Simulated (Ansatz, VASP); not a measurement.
# Cross-check of YbP between VASP and Ansatz, part 2 of 2

Aim: how closely do two programs agree when they are given the same cell, functional and k mesh?  The cell comes out of the VASP series on this material, whose earlier steps may have relaxed, scaled or displaced it; both programs get it as it stands.

VASP 6.6.1 and Ansatz 0.2.0.

So far: The structure; VASP: relaxation of cell and atoms, r2SCAN, DFT+U.

## 3. Ansatz: relaxation of cell and atoms, r2SCAN, DFT+U

Level of this step: Ansatz beside VASP: Kohn-Sham DFT, plane waves, r2SCAN, DFT+U (Ansatz).

Ansatz runs on its default PAW (the set named soft_2) files.

The same cell, functional, mesh and smearing now go to Ansatz, which takes its cutoff from its data sets.

Input file input.yaml:

```yaml
crystal:
  lattice:
    - [0.0, 2.8302649653, 2.8302649653]
    - [2.8302649653, 0.0, 2.8302649653]
    - [2.8302649653, 2.8302649653, 0.0]
  atoms:
    - { symbol: Yb, position: [0.5, 0.5, 0.5] }
    - { symbol: P, position: [0.0, 0.0, 0.0] }
hamiltonian:
  xc: r2scan
  pseudopotentials: { kind: paw }
  hubbard: { sites: [{ species: Yb, l: f, u_eff: 6.0 }] }
magnetization:
  spin_polarized: true
kpoints:
  mp_grid: { grid: [7, 7, 7] }
scf:
  occupations: { method: gaussian, width: 0.05 }
relax:
  f_tol: 0.01
  max_steps: 60
  cell: { stress_tol: 0.05 }
output:
  forces: true
  stress: true
```

Started as:

```bash
$ ansatz run input.yaml --threads 4 --pin off --max-ram 9216MiB --backend cpu --events-out ev --progress --plain --runs-dir out
```

Numbers of over 12 decimals in the logs are rounded to 6 here.

Output:

```text
Yb: projections on atomic orbitals take those of the free atom [Kr 4d10] 4f14 5s2 5p6 5d0 6s2, of charge +0.00 (hamiltonian.pseudopotentials.projection_atoms); the dataset's partial waves leave at most 1.5e-4 of an orbital's norm unspanned inside its sphere
P: projections on atomic orbitals take those of the free atom [Ne] 3s2 3p3, of charge +0.00 (hamiltonian.pseudopotentials.projection_atoms); the dataset's partial waves leave at most 1.0e-7 of an orbital's norm unspanned inside its sphere
Engine: ansatz 0.2.0, aarch64-unknown-linux-gnu
Pseudopotentials: kind: paw
Pseudopotential: Yb, paw, valence charge 24, recommended cutoff 500 eV (meta_gga), Yb.paw.azcp
Pseudopotential: P, paw, valence charge 5, recommended cutoff 500 eV (meta_gga), P.paw.azcp
Functional definition: r2SCAN
  parameter k0 = 0.174
  parameter k1 = 0.065
  parameter a1 = 4.9479
  exchange = r2scan_x(k0 = k0, k1 = k1, a1 = a1)
  correlation = r2scan_c
Crystal: 2 atoms, lattice volume = 45.343 Å³
Basis set: ecut = 500 eV, 1139 PW (Γ), exchange–correlation on 120×120×120 points (64 copies of the dense FFT grid, shifted against one another)
Bands: 19, of which v1, the nominal top of the filled ones, is band 15 counted from 1 (14 counted from 0)
Symmetry: 48 space group operations
Space group: Fm-3m (ITA 225), of the structure as read, at distance tolerance 3.6e-5 Å
k-points: 20 of 343
Non-local potential: Yb, projectors of the file, l = 0: 3, l = 1: 2, l = 2: 2, l = 3: 3
Non-local potential: P, projectors of the file, l = 0: 2, l = 1: 2, l = 2: 2
PAW form: soft (Blöchl's): semilocal exchange-correlation on the pseudo side does not see the compensation charge
PAW frozen core: Yb, regenerated for the run's functional (the file was generated under x = pbe(κ = 0.804, μ = 0.219515), c = pbe(β = 0.066725))
PAW frozen core: P, regenerated for the run's functional (the file was generated under x = pbe(κ = 0.804, μ = 0.219515), c = pbe(β = 0.066725))
PAW one-centre angular grid: Yb, 2702 points (default); XC on 160 Gauss nodes
PAW one-centre angular grid: P, 302 points (default); XC on 160 Gauss nodes
Initial density: superposition of atomic densities (chi_scale 0.1, normalization cell)
Initial wavefunctions: pseudopotential atomic-orbital guess
Functional: x = r2scan, c = r2scan; τ floored in thin density (d = 2e-4 eV/Å³)
iter 1 solved again at ethr=1.58e-3 eV; its pass at ethr=3.10e-3 eV (dr2=4.58e-1 eV) is discarded
SCF iter   1: F=—  HF=-14566.220460 eV  |F-HF|=—  |Δ(HF+E_count)|=         —  Δρ=3.29e-2 (↑3.29e-2 ↓1.96e-2)  dr2=4.19e-1  dr2_τ=6.56e-3  dr2_m=2.29e-1  M=1.123 μB ∫|m|=1.123 μB  ethr=1.58e-3  ⟨swp⟩=1.1  Hψ=2334  notcnv=0
Mixer restart at iter 1: flushing history
SCF iter   2: F=—  HF=-14566.611976 eV  |F-HF|=—  |Δ(HF+E_count)|=         —  Δρ=2.76e-2 (↑1.28e-2 ↓2.76e-2)  dr2=4.86e-1  dr2_τ=3.78e-3  dr2_m=8.87e-2  M=0.488 μB ∫|m|=0.494 μB  β_m=0.30  ethr=1.44e-3  ⟨swp⟩=4.4  Hψ=1992  notcnv=0
preconditioner: auto → Kerker (q_TF=auto, 2.532 Å⁻¹)  [metal: Δε(μ)=0.016 eV  Ē_g=12.150 eV  σ=0.050 eV  W_gap=0.18  n_scr=14 (ndim 8)  ℏωp=28.7 eV  f_vac=0.000  D(μ)=4.01/eV (n_scr^D=58)]
spin=Collinear: Kerker preconditioning applied to the charge; magnetization (m = ρ↑ − ρ↓) channel mixes plain (no charge-response kernel on spin).
SCF iter   3: F=—  HF=-14566.726801 eV  |F-HF|=—  |Δ(HF+E_count)|=   1.15e-1  Δρ=2.03e-2 (↑1.98e-2 ↓2.03e-2)  dr2=7.80e-1  dr2_τ=3.09e-3  dr2_m=2.30e-2  M=0.418 μB ∫|m|=0.425 μB  β_m=0.28  ethr=1.44e-3  ⟨swp⟩=2.5  Hψ=1517  notcnv=0  defer=15
preconditioner: auto → none  [insulator: Δε(μ)=0.064 eV  Ē_g=11.824 eV  σ=0.050 eV  W_gap=0.58  n_scr=14 (ndim 8)  ℏωp=28.7 eV  f_vac=0.000  D(μ)=3.57/eV (n_scr^D=50)  ε∞_Penn≈6.9]
SCF iter   4: F=—  HF=-14566.763588 eV  |F-HF|=—  |Δ(HF+E_count)|=   3.68e-2  Δρ=2.51e-2 (↑8.55e-3 ↓2.51e-2)  dr2=3.56e-1  dr2_τ=9.63e-4  dr2_m=5.70e-2  M=0.382 μB ∫|m|=0.386 μB  β_m=0.16  ethr=1.44e-3  ⟨swp⟩=3.0  Hψ=1595  notcnv=0  defer=15
SCF iter   5: F=—  HF=-14566.768218 eV  |F-HF|=—  |Δ(HF+E_count)|=   4.63e-3  Δρ=1.72e-2 (↑6.99e-3 ↓1.72e-2)  dr2=1.20e-1  dr2_τ=5.81e-4  dr2_m=4.23e-2  M=0.228 μB ∫|m|=0.240 μB  β_m=0.24  ethr=1.23e-3  ⟨swp⟩=2.1  Hψ=1226  notcnv=0  defer=16
SCF iter   6: F=—  HF=-14566.800594 eV  |F-HF|=—  |Δ(HF+E_count)|=   3.24e-2  Δρ=1.02e-2 (↑5.07e-3 ↓1.02e-2)  dr2=3.88e-2  dr2_τ=2.05e-4  dr2_m=1.77e-2  M=0.110 μB ∫|m|=0.125 μB  β_m=0.59  ethr=4.15e-4  ⟨swp⟩=2.0  Hψ=922  notcnv=0  defer=16
SCF iter   7: F=—  HF=-14566.828576 eV  |F-HF|=—  |Δ(HF+E_count)|=   2.80e-2  Δρ=3.88e-3 (↑1.27e-3 ↓3.88e-3)  dr2=6.92e-3  dr2_τ=2.41e-5  dr2_m=1.77e-3  M=-0.004 μB ∫|m|=0.009 μB  β_m=0.72  ethr=1.34e-4  ⟨swp⟩=2.9  Hψ=1443  notcnv=0  defer=16
Mixer restart at iter 7: flushing history
SCF iter   8: F=—  HF=-14566.829892 eV  |F-HF|=—  |Δ(HF+E_count)|=         —  Δρ=1.55e-3 (↑1.55e-3 ↓1.55e-3)  dr2=4.31e-3  dr2_τ=3.69e-6  dr2_m=0.00e0  M=0.000 μB ∫|m|=0.000 μB  β_m=0.72  ethr=2.39e-5  ⟨swp⟩=5.9  Hψ=1351  notcnv=0  defer=4
SCF iter   9: F=—  HF=-14566.841902 eV  |F-HF|=—  |Δ(HF+E_count)|=   1.20e-2  Δρ=6.20e-3 (↑6.20e-3 ↓6.20e-3)  dr2=6.84e-2  dr2_τ=8.08e-5  dr2_m=0.00e0  M=0.000 μB ∫|m|=0.000 μB  β_m=0.33  ethr=1.49e-5  ⟨swp⟩=2.1  Hψ=918  notcnv=0  defer=8  recentre
SCF iter  10: F=—  HF=-14566.829634 eV  |F-HF|=—  |Δ(HF+E_count)|=   1.23e-2  Δρ=1.03e-3 (↑1.03e-3 ↓1.03e-3)  dr2=1.80e-3  dr2_τ=1.97e-6  dr2_m=0.00e0  M=0.000 μB ∫|m|=0.000 μB  β_m=0.38  ethr=1.49e-5  ⟨swp⟩=2.7  Hψ=773  notcnv=0  defer=8
SCF iter  11: F=—  HF=-14566.829439 eV  |F-HF|=—  |Δ(HF+E_count)|=   1.96e-4  Δρ=1.21e-4 (↑1.21e-4 ↓1.21e-4)  dr2=1.96e-5  dr2_τ=1.19e-7  dr2_m=0.00e0  M=0.000 μB ∫|m|=0.000 μB  β_m=0.50  ethr=6.21e-6  ⟨swp⟩=1.1  Hψ=528  notcnv=0  defer=5
SCF iter  12: F=—  HF=-14566.829441 eV  |F-HF|=—  |Δ(HF+E_count)|=   2.56e-6  Δρ=4.73e-5 (↑4.73e-5 ↓4.73e-5)  dr2=3.99e-6  dr2_τ=1.21e-8  dr2_m=0.00e0  M=0.000 μB ∫|m|=0.000 μB  β_m=0.45  ethr=6.77e-8  ⟨swp⟩=2.1  Hψ=561  notcnv=0  defer=5
SCF iter  13: F=-14566.829440 eV  HF=-14566.829440 eV  |F-HF|=2.66e-9  |Δ(HF+E_count)|=   1.01e-6  Δρ=4.57e-6 (↑4.57e-6 ↓4.57e-6)  dr2=2.93e-8  dr2_τ=2.19e-9  dr2_m=0.00e0  M=0.000 μB ∫|m|=0.000 μB  ethr=3.45e-10  ⟨swp⟩=2.5  Hψ=1318  notcnv=0
SCF 1 converged in 13 iterations: F = -14566.829440 eV  dr2 = 2.93e-8
  greatest PAW one-centre occupation: 0.996 electrons in one spin orbital (limit 2), on the Yb atom at site 0 (counted from 0), in its partial waves of l = 0
the input gives no starting moments: this run first made a single point of its starting geometry. This run's own SCFs start from that state's density, with no starting moments from it. Of the state that the single point found these notices stand: filled_band_counts_differ_across_k_points.
Initial density: read from a saved state, or passed on in memory by an earlier SCF of this step, an earlier step, the calling program or the single point that the run made first
Stability of the state it starts from, as read at its close in the collinear treatment: not read negative (Ritz values of 1 − χ₀K, real part plus size of imaginary part, from 0.89 to 7.2, by its mixing steps under the symmetry group of the SCF that read it); nothing settles its magnetic order
iter 1 solved again at ethr=6.60e-8 eV; its pass at ethr=3.10e-3 eV (dr2=1.91e-5 eV) is discarded
SCF iter   1: F=—  HF=-14566.829440 eV  |F-HF|=—  |Δ(HF+E_count)|=         —  Δρ=4.69e-6 (↑4.69e-6 ↓4.69e-6)  dr2=3.09e-8  dr2_τ=2.20e-9  dr2_m=0.00e0  M=0.000 μB ∫|m|=0.000 μB  β_m=0.30  ethr=6.60e-8  ⟨swp⟩=4.2  Hψ=3179  notcnv=0
preconditioner: auto → none  [insulator: Δε(μ)=0.153 eV  Ē_g=11.997 eV  σ=0.050 eV  W_gap=0.91  n_scr=14 (ndim 8)  ℏωp=28.7 eV  f_vac=0.000  D(μ)=0.19/eV (n_scr^D=0)  ε∞_Penn≈6.7]
SCF iter   2: F=-14566.829440 eV  HF=-14566.829440 eV  |F-HF|=5.02e-9  |Δ(HF+E_count)|=   1.65e-7  Δρ=2.54e-6 (↑2.54e-6 ↓2.54e-6)  dr2=8.42e-9  dr2_τ=1.62e-10  dr2_m=0.00e0  M=0.000 μB ∫|m|=0.000 μB  ethr=1.07e-10  ⟨swp⟩=4.9  Hψ=1407  notcnv=0
SCF 2 converged in 2 iterations: F = -14566.829440 eV  dr2 = 8.42e-9
relax step   1: F+E_penalty+E_count = -14566.82944016 eV  Δ(F+E_penalty+E_count) = +0.000e0 eV  max|allowed force component| = 4.523e-29 eV/Å  Δτ_max = 0.0000 Å  P = +0.866 GPa  Ω = 45.343 Å³  (2 SCF iters, dr2 threshold 1.00e-7 eV, accepted)
[...]
relax step   2: F+E_penalty+E_count = -14566.83026046 eV  Δ(F+E_penalty+E_count) = -8.203e-4 eV  max|allowed force component| = 3.839e-29 eV/Å  Δτ_max = 0.0000 Å  P = -0.540 GPa  Ω = 46.379 Å³  energy of the carried Pulay correction = -1.303e-4 eV  (8 SCF iters, dr2 threshold 2.00e-7 eV, accepted)
[...]
relax step   3: F+E_penalty+E_count = -14566.83101469 eV  Δ(F+E_penalty+E_count) = -7.542e-4 eV  max|allowed force component| = 2.708e-29 eV/Å  Δτ_max = 0.0000 Å  P = -0.013 GPa  Ω = 45.975 Å³  energy of the carried Pulay correction = -7.988e-5 eV  (6 SCF iters, dr2 threshold 2.00e-7 eV, accepted)
[...]
relax step   4: F+E_penalty+E_count = -14566.83109904 eV  Δ(F+E_penalty+E_count) = -8.435e-5 eV  max|allowed force component| = 1.933e-29 eV/Å  Δτ_max = 0.0000 Å  P = -0.012 GPa  Ω = 45.975 Å³  stress off target by 1.24e-2 GPa  SCF on the basis re-selected at this cell (its energy is not comparable with the rows above)  (7 SCF iters)
basis re-selected at this cell: Δ(F+E_penalty+E_count) = -8.435e-5 eV, ΔP = +0.000 GPa vs the last step (what re-selecting the basis moved, of the pressure what is left beyond the Pulay correction that the steps carried, after the strain that the cell walked since its last selection, with what the two solves' SCF thresholds leave and, on support functions, any second-order correction that the steps lacked; it is no m [...]
SCF converged after 7 iterations
Magnetization: 0.0000 μB (14.5000 up, 14.5000 down)
Absolute magnetization: 0.0000 μB (∫|ρ↑−ρ↓|)
Spin contamination: 0.0000 ħ² per cell (⟨S²⟩ above its minimum at these occupations)
Per-site moments (μB) at R_I (Å): [(0.0, 1.172886), (0.0, 1.172886)]
Free energy (F): -14566.831099 eV
Harris-Foulkes:  -14566.831099 eV  (|F-HF|=7.28e-12)
Internal energy: -14566.830861 eV  (E = F + TS)
E sigma→0 (E₀):  -14566.830980 eV
Entropy (-TS):   -0.000238 eV (-0.119 meV/atom)
Fermi energy:    9.836332 eV
--- Per-component energies (eV) ---
  E_band       = 7.061840
  E_kinetic    = 428.758989
  E_local      = -6397.041915  (includes V_loc(G=0)·N_el)
  E_nonlocal   = 576.866161
  E_hartree    = 2802.654542
  E_xc         = -220.813566
  E_vxc        = -296.226077  (∫ρ·V_xc dr)
  E_hubbard    = 0.651262  (on-site DFT+U / exact-exchange correction)
  E_vhub       = -40.029965  (the Hubbard potential's part of the band-sum identity)
  E_paw        = -7938.864724  (= ΣΔE_a)
  E_vpaw       = 112.459873  (= ΣTr[D̂ρ^β])
  E_aug_tail   = 0.000002  (compensation charges beyond the density's cutoff)
  E_vtau       = 16.965908  (kinetic-family band-sum trace: ∫τ·v_τ [+ j·A + Jᵃ·Aᵃ] dr)
  E_ewald      = -3819.799974
  E_core_change = 0.758364  (= ΣΔE_core)
  E_smearing   = -0.000238  (= −TS)
  E_closure    = -0.000000  (closes the sum)
  Σ components = -14566.831099   (vs F -14566.831099, Δ=0.00e0)
--- Forces (eV/Å), atoms counted from 1 ---
  atom   1  Yb     0.00000000     0.00000000     0.00000000
  atom   2  P     -0.00000000    -0.00000000     0.00000000
  max |Σ_I F_I| component: 3.71e-29 eV/Å
--- Stress (GPa, compression-positive) ---
       -0.012352      -0.000000      -0.000000
       -0.000000      -0.012352      -0.000000
       -0.000000      -0.000000      -0.012352
  P = ⅓ Tr σ = -0.0124 GPa (-0.124 kbar)
Occupation matrices written to <dir>
--- Relaxed structure (3 steps of the walk, 3 accepted, 1 SCFs on fresh bases) ---
  F+E_penalty+E_count = -14566.83109904 eV   max|allowed force component| = 1.933e-29 eV/Å   (the final SCF, on the basis selected at the relaxed cell)
  cell:  # Å, volume = 45.9754 Å³
    - [0, 2.843361, 2.843361]
    - [2.843361, 0, 2.843361]
    - [2.843361, 2.843361, 0]
  atoms:
    - { symbol: Yb, position: [0.5, 0.5, 0.5] }
    - { symbol: P, position: [0, 0, 0] }
```

It took 4.7 s on 4 threads of Arm Neoverse V2, shared host; peak memory 0.51 GiB.

## 4. Side by side

Known differences besides the PAW data sets themselves: U acts on the PAW sphere in VASP and on atomic orbitals in Ansatz, so only states and trends compare; VASP keeps PBE cores, Ansatz makes them for the functional; both relaxations stop at a tolerance, which leaves soft axes loose, and VASP keeps its plane-wave basis; the cutoff is 500 eV in Ansatz and 450 eV in VASP; Ansatz adds a Pulay correction to the stress that steers its cell, VASP none. Total energies have different zeros and are not compared.

Both answers:

```
                                         quantity  Ansatz   VASP  difference
                                      volume (Å³)   45.98  45.24     +1.63 %
edge a after relaxation, in the typed setting (Å)   4.021  3.999     +0.54 %
```

The walks stopped with -0.01 GPa left in Ansatz and -0.02 GPa in VASP; each walk ends within a tolerance, so the volume difference is uncertain by about these residues over the bulk modulus, most in soft cells.

## 5. What came out

```yaml
difference_in_volume_relaxation_of_cell_and_atoms_r2scan_dft_u: 1.6 %
```

What this shows: The difference in volume is 1.6 % (relaxation of cell and atoms, r2SCAN, DFT+U), beyond the 1.2 % picked in this series as the mark of a large difference, as far as the stopping tolerances let one tell. How closely two codes agree says nothing of how well the functional describes the real material.

[Lines on the potential files, build, host, timing and source positions are cut from VASP's logs without a mark.]

[Logs are printed without paths, hosts, clocks, repeated set-up lines and the standing remarks that a program may print on its own settings, such as how far it seeks lower states.]

[Hosts, paths, dates, database ids (printed as entryN), source tags and the programs' standing remarks are cut or masked in the printed files.]
